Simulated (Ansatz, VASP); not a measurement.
# CoPtO2: VASP beside Ansatz, part 2 of 3

One calculation is typed for both programs; each brings its own data sets. How far apart do they land? The cell is taken from a series of runs on this material, whose earlier steps may have relaxed, scaled, displaced or heated it; both programs get it as it stands.

VASP 6.6.1 and Ansatz 0.2.0.

So far: Starting point; Ansatz: zone-centre phonons, PBE.

**3. VASP: zone-centre phonons, PBE**

Level of this step: PBE, no spin polarisation; plane waves and PAW (Co, Pt, O) (VASP).

The same cell, functional, mesh and smearing now go to VASP, with its own data sets.

Lines of VASP's logs that name or quote its potential files are left out, and so is its time.

INCAR

```
SYSTEM = CoPtO2
PREC = Accurate
ENCUT = 600
EDIFF = 1E-08
NELM = 120
ISMEAR = 1
SIGMA = 0.2
LREAL = .FALSE.
ALGO = Normal
GGA = PE
NBANDS = 21
LASPH = .TRUE.
LORBIT = 11
LWAVE = .FALSE.
LCHARG = .FALSE.
ISIF = 2
IBRION = 8
GGA_COMPAT = .FALSE.
KPAR = 2
```

POSCAR

```
CoPtO2
1.0
    1.4266605111      0.8236828302      5.9721940425
   -1.4266605111      0.8236828302      5.9721940425
    0.0000000000     -1.6473656603      5.9721940425
Co Pt O
1 1 2
Direct
    0.5000000000      0.5000000000      0.5000000000
    0.0000000000      0.0000000000      0.0000000000
    0.8876309617      0.8876309617      0.8876309617
    0.1123690383      0.1123690383      0.1123690383
```

KPOINTS

```
Automatic mesh
0
Gamma
6 6 6
0 0 0
```

PAW data sets: Co, Pt and O (PBE family, release 64).

The run is started by

```sh
$ mpirun -np 2 vasp_std
```

What it wrote:

```text
[banner, memory and clock lines left out]
running    2 mpi-ranks, on    1 nodes
 distrk:  each k-point on    1 cores,    2 groups
 distr:  one band on    1 cores,    1 groups

 POSCAR found type information on POSCAR CoPtO
 POSCAR found :  3 types and       4 ions
 LDA part: xc-table for (Slater+PW92), standard interpolation
 POSCAR, INCAR and KPOINTS ok, starting setup
 FFT: planning ... GRIDC
 FFT: planning ... GRID_SOFT
 FFT: planning ... GRID
 WAVECAR not read
 entering main loop
       N       E                     dE             d eps       ncg     rms          rms(c)
DAV:   1     0.281098530762E+03    0.28110E+03   -0.16935E+04  1352   0.182E+03
DAV:   2    -0.435878237748E+01   -0.28546E+03   -0.26160E+03  1442   0.409E+02
DAV:   3    -0.309640872280E+02   -0.26605E+02   -0.25233E+02  1554   0.137E+02
DAV:   4    -0.315359469304E+02   -0.57186E+00   -0.57071E+00  1499   0.205E+01
DAV:   5    -0.315477675938E+02   -0.11821E-01   -0.11819E-01  1688   0.302E+00    0.260E+01
DAV:   6    -0.333274575088E+02   -0.17797E+01   -0.39009E+01  1609   0.105E+02    0.357E+01
DAV:   7    -0.274368963092E+02    0.58906E+01   -0.21149E+01  1614   0.134E+02    0.162E+01
DAV:   8    -0.265559356853E+02    0.88096E+00   -0.58400E+00  1720   0.229E+01    0.558E+00
DAV:   9    -0.265484090833E+02    0.75266E-02   -0.36134E-01  1671   0.716E+00    0.160E+00
DAV:  10    -0.265475763867E+02    0.83270E-03   -0.13736E-02  1520   0.105E+00    0.679E-01
DAV:  11    -0.265468107539E+02    0.76563E-03   -0.42086E-03  1993   0.783E-01    0.345E-01
DAV:  12    -0.265465609790E+02    0.24977E-03   -0.53037E-04  1791   0.333E-01    0.938E-02
DAV:  13    -0.265465511122E+02    0.98668E-05   -0.24362E-04  1599   0.205E-01    0.486E-02
DAV:  14    -0.265465435243E+02    0.75878E-05   -0.17509E-05  1574   0.620E-02    0.112E-02
DAV:  15    -0.265465432260E+02    0.29831E-06   -0.24216E-06  1977   0.242E-02    0.330E-03
DAV:  16    -0.265465433328E+02   -0.10677E-06   -0.22789E-07  1524   0.534E-03    0.264E-03
DAV:  17    -0.265465433908E+02   -0.57985E-07   -0.60473E-08  1650   0.332E-03    0.595E-04
DAV:  18    -0.265465433988E+02   -0.80004E-08   -0.72188E-09   812   0.199E-03
   1 F= -.26546543E+02 E0= -.26546144E+02  d E =-.119865E-02
 Linear response reoptimize wavefunctions to high precision
DAV:   1    -0.265465433991E+02   -0.31559E-09   -0.35166E-09   918   0.693E-04
DAV:   2    -0.265465433991E+02   -0.24556E-10   -0.64540E-10   692   0.263E-04
 Linear response DOF=           6
 Linear response progress:
  Degree of freedom:   1/  6
       N       E                     dE             d eps       ncg     rms          rms(c)
RMM:   1    -0.172226959835E+00   -0.17223E+00   -0.16101E-01  5141   0.400E+00
RMM:   2    -0.157393227814E+00    0.14834E-01   -0.12807E-02  3862   0.121E+00    0.364E-01
RMM:   3    -0.157426700789E+00   -0.33473E-04   -0.13667E-03  4358   0.302E-01    0.223E-01
RMM:   4    -0.158216693460E+00   -0.78999E-03   -0.56129E-04  4274   0.195E-01    0.168E-02
RMM:   5    -0.158191022324E+00    0.25671E-04   -0.16891E-05  4397   0.360E-02    0.115E-02
RMM:   6    -0.158189385837E+00    0.16365E-05   -0.30557E-06  3852   0.173E-02    0.115E-02
RMM:   7    -0.158187856824E+00    0.15290E-05   -0.82927E-07  4051   0.116E-02    0.542E-04
RMM:   8    -0.158189694674E+00   -0.18379E-05   -0.18344E-07  4572   0.262E-03    0.326E-04
RMM:   9    -0.158190600370E+00   -0.90570E-06   -0.12329E-08  4645   0.659E-04    0.162E-04
RMM:  10    -0.158191220331E+00   -0.61996E-06    0.16769E-09  4517   0.276E-04    0.492E-05
RMM:  11    -0.158191287002E+00   -0.66671E-07    0.63159E-09  4631   0.996E-05    0.219E-05
RMM:  12    -0.158191334468E+00   -0.47466E-07    0.88095E-10  4777   0.373E-05    0.739E-06
RMM:  13    -0.158191358581E+00   -0.24113E-07   -0.11951E-08  5082   0.137E-05    0.297E-06
RMM:  14    -0.158191370564E+00   -0.11983E-07    0.77060E-10  4723   0.470E-06    0.123E-06
RMM:  15    -0.158191372557E+00   -0.19929E-08   -0.39922E-10  3795   0.192E-06    0.268E-07
 first order change of Fermi-energy   0.46456E-04
 force on displaced ion       1 direction 1 : -25.724  -0.000   0.000
 Linear response progress:
  Degree of freedom:   2/  6
       N       E                     dE             d eps       ncg     rms          rms(c)
RMM:   1    -0.194519899185E+00   -0.19452E+00   -0.17983E-01  2752   0.381E+00
RMM:   2    -0.173277280846E+00    0.21243E-01   -0.11613E-02  1859   0.120E+00    0.365E-01
RMM:   3    -0.173112800333E+00    0.16448E-03   -0.26886E-03  2118   0.339E-01    0.241E-01
RMM:   4    -0.172911872043E+00    0.20093E-03   -0.79056E-04  2100   0.196E-01    0.145E-01
RMM:   5    -0.173395583785E+00   -0.48371E-03   -0.41685E-04  2111   0.144E-01    0.203E-02
RMM:   6    -0.173393705634E+00    0.18782E-05   -0.20730E-05  2135   0.387E-02    0.174E-02
RMM:   7    -0.173403883877E+00   -0.10178E-04   -0.58780E-06  1861   0.228E-02    0.118E-02
RMM:   8    -0.173423539119E+00   -0.19655E-04   -0.32284E-06  1881   0.110E-02    0.252E-03
RMM:   9    -0.173420391811E+00    0.31473E-05   -0.11473E-06  2113   0.467E-03    0.625E-04
RMM:  10    -0.173419454923E+00    0.93689E-06   -0.32344E-08  2168   0.138E-03    0.257E-04
RMM:  11    -0.173419284747E+00    0.17018E-06    0.60685E-08  2174   0.363E-04    0.153E-04
[...]
RMM:   2    -0.234114202094E+00    0.64680E-02   -0.11432E-02  4364   0.545E-01    0.223E-01
RMM:   3    -0.233092778439E+00    0.10214E-02   -0.64956E-04  4349   0.157E-01    0.131E-01
RMM:   4    -0.232886709576E+00    0.20607E-03   -0.14941E-03  4583   0.181E-01    0.315E-02
RMM:   5    -0.232831862628E+00    0.54847E-04   -0.28425E-05  4333   0.363E-02    0.204E-02
RMM:   6    -0.232752232990E+00    0.79630E-04   -0.12102E-05  4192   0.209E-02    0.945E-03
RMM:   7    -0.232747464294E+00    0.47687E-05   -0.88665E-07  3952   0.892E-03    0.112E-03
RMM:   8    -0.232741348627E+00    0.61157E-05   -0.25711E-07  4582   0.261E-03    0.458E-04
RMM:   9    -0.232738790863E+00    0.25578E-05   -0.59417E-08  4525   0.789E-04    0.186E-04
RMM:  10    -0.232738372159E+00    0.41870E-06   -0.71896E-08  4257   0.294E-04    0.365E-05
RMM:  11    -0.232738348251E+00    0.23908E-07    0.29634E-08  4694   0.103E-04    0.272E-05
RMM:  12    -0.232738508857E+00   -0.16061E-06   -0.77131E-09  4670   0.325E-05    0.115E-05
RMM:  13    -0.232738590390E+00   -0.81534E-07   -0.35837E-09  4570   0.128E-05    0.299E-06
RMM:  14    -0.232738607172E+00   -0.16782E-07   -0.41051E-09  4757   0.649E-06    0.106E-06
RMM:  15    -0.232738602251E+00    0.49211E-08   -0.30134E-09  4097   0.247E-06    0.327E-07
 first order change of Fermi-energy  -0.22143E-04
 force on displaced ion       2 direction 1 :  -7.199   0.000   0.000
 Linear response progress:
  Degree of freedom:   4/  6
       N       E                     dE             d eps       ncg     rms          rms(c)
RMM:   1    -0.297985726765E+00   -0.29799E+00   -0.28178E-01  2840   0.318E+00
RMM:   2    -0.280230460343E+00    0.17755E-01   -0.12214E-02  2036   0.740E-01    0.224E-01
RMM:   3    -0.280177466336E+00    0.52994E-04   -0.10357E-03  2091   0.214E-01    0.158E-01
RMM:   4    -0.280136645222E+00    0.40821E-04   -0.29416E-04  2137   0.116E-01    0.930E-02
RMM:   5    -0.280477039146E+00   -0.34039E-03   -0.12375E-04  2114   0.758E-02    0.123E-02
RMM:   6    -0.280568630618E+00   -0.91591E-04   -0.11362E-05  2003   0.225E-02    0.116E-02
RMM:   7    -0.280583490635E+00   -0.14860E-04   -0.17517E-06  1877   0.161E-02    0.792E-03
RMM:   8    -0.280590324869E+00   -0.68342E-05   -0.82699E-07  1876   0.707E-03    0.950E-04
RMM:   9    -0.280583240297E+00    0.70846E-05   -0.21160E-07  2137   0.204E-03    0.357E-04
RMM:  10    -0.280583757608E+00   -0.51731E-06   -0.90020E-09  2185   0.494E-04    0.103E-04
RMM:  11    -0.280584618209E+00   -0.86060E-06    0.30109E-09  2225   0.138E-04    0.282E-05
RMM:  12    -0.280584805000E+00   -0.18679E-06    0.48769E-09  2260   0.509E-05    0.777E-06
RMM:  13    -0.280584817981E+00   -0.12982E-07    0.19514E-09  2213   0.181E-05    0.423E-06
RMM:  14    -0.280584804328E+00    0.13653E-07   -0.24780E-10  2203   0.923E-06    0.181E-06
RMM:  15    -0.280584804336E+00   -0.72032E-11    0.87554E-11  2091   0.392E-06    0.398E-07
 first order change of Fermi-energy  -0.26955E-03
 force on displaced ion       2 direction 3 :   0.000  -0.000 -23.919
 Linear response progress:
  Degree of freedom:   5/  6
       N       E                     dE             d eps       ncg     rms          rms(c)
RMM:   1    -0.354881798737E+00   -0.35488E+00    0.43056E-01 10528   0.428E+00
RMM:   2    -0.351852833474E+00    0.30290E-02   -0.62600E-03  5895   0.998E-01    0.190E-01
RMM:   3    -0.353291169827E+00   -0.14383E-02   -0.14137E-03  7420   0.254E-01    0.107E-01
RMM:   4    -0.354863155192E+00   -0.15720E-02   -0.18787E-04  6548   0.101E-01    0.197E-02
RMM:   5    -0.355004540472E+00   -0.14139E-03   -0.25157E-05  7637   0.324E-02    0.688E-03
RMM:   6    -0.354917133561E+00    0.87407E-04   -0.34230E-06  7240   0.127E-02    0.552E-03
RMM:   7    -0.354911581030E+00    0.55525E-05   -0.53003E-07  7272   0.601E-03    0.334E-03
RMM:   8    -0.354926535372E+00   -0.14954E-04   -0.83563E-08  7324   0.190E-03    0.181E-03
RMM:   9    -0.354920722519E+00    0.58129E-05   -0.14298E-08  7560   0.101E-03    0.327E-04
RMM:  10    -0.354917242025E+00    0.34805E-05   -0.83309E-09  7665   0.461E-04    0.112E-04
RMM:  11    -0.354917131326E+00    0.11070E-06   -0.11851E-08  8012   0.135E-04    0.587E-05
RMM:  12    -0.354916755367E+00    0.37596E-06   -0.14512E-12  7759   0.617E-05    0.986E-06
RMM:  13    -0.354916739528E+00    0.15839E-07   -0.37955E-09  8018   0.229E-05    0.561E-06
RMM:  14    -0.354916751131E+00   -0.11603E-07    0.15823E-09  8024   0.876E-06    0.316E-06
RMM:  15    -0.354916736922E+00    0.14209E-07   -0.25338E-09  7778   0.359E-06    0.645E-07
RMM:  16    -0.354916740060E+00   -0.31373E-08   -0.25393E-10  5281   0.137E-06    0.330E-07
 first order change of Fermi-energy   0.18344E-04
 force on displaced ion       3 direction 1 : -15.969   0.008   0.003
 Linear response progress:
  Degree of freedom:   6/  6
       N       E                     dE             d eps       ncg     rms          rms(c)
RMM:   1    -0.385827789162E+00   -0.38583E+00    0.53399E-01  3024   0.424E+00
RMM:   2    -0.382975835770E+00    0.28520E-02   -0.71252E-03  1763   0.983E-01    0.467E-01
RMM:   3    -0.384262959623E+00   -0.12871E-02   -0.21068E-03  2012   0.339E-01    0.350E-01
RMM:   4    -0.385159405562E+00   -0.89645E-03   -0.11285E-03  1973   0.305E-01    0.274E-01
RMM:   5    -0.385621279378E+00   -0.46187E-03   -0.90326E-04  1888   0.285E-01    0.867E-02
RMM:   6    -0.385706018199E+00   -0.84739E-04   -0.80270E-05  1907   0.830E-02    0.127E-02
RMM:   7    -0.385584328472E+00    0.12169E-03   -0.13132E-05  2047   0.258E-02    0.628E-03
RMM:   8    -0.385566746784E+00    0.17582E-04   -0.19279E-06  2107   0.956E-03    0.294E-03
RMM:   9    -0.385562591970E+00    0.41548E-05   -0.18827E-07  2225   0.291E-03    0.146E-03
RMM:  10    -0.385561720406E+00    0.87156E-06   -0.38835E-08  2216   0.117E-03    0.427E-04
RMM:  11    -0.385563251756E+00   -0.15314E-05   -0.10016E-08  2202   0.500E-04    0.129E-04
RMM:  12    -0.385563853492E+00   -0.60174E-06   -0.23531E-09  2228   0.195E-04    0.396E-05
RMM:  13    -0.385564093875E+00   -0.24038E-06   -0.25739E-10  2278   0.838E-05    0.167E-05
RMM:  14    -0.385564040087E+00    0.53788E-07    0.60449E-12  2200   0.317E-05    0.342E-06
RMM:  15    -0.385564052517E+00   -0.12430E-07   -0.27485E-10  2217   0.118E-05    0.168E-06
RMM:  16    -0.385564048866E+00    0.36514E-08   -0.65667E-11  2161   0.408E-06    0.699E-07
 first order change of Fermi-energy  -0.27695E+00
 force on displaced ion       3 direction 3 :   0.000  -0.000 -24.566
 Linear response finished
```

[end of part 2 of 3]

[Lines on the potential files, build, host, timing and source positions are cut from VASP's logs without a mark.]

[Logs are printed without paths, hosts, clocks, repeated set-up lines and the standing remarks that a program may print on its own settings, such as how far it seeks lower states.]

[Hosts, paths, dates, database ids (printed as entryN), source tags and the programs' standing remarks are cut or masked in the printed files.]
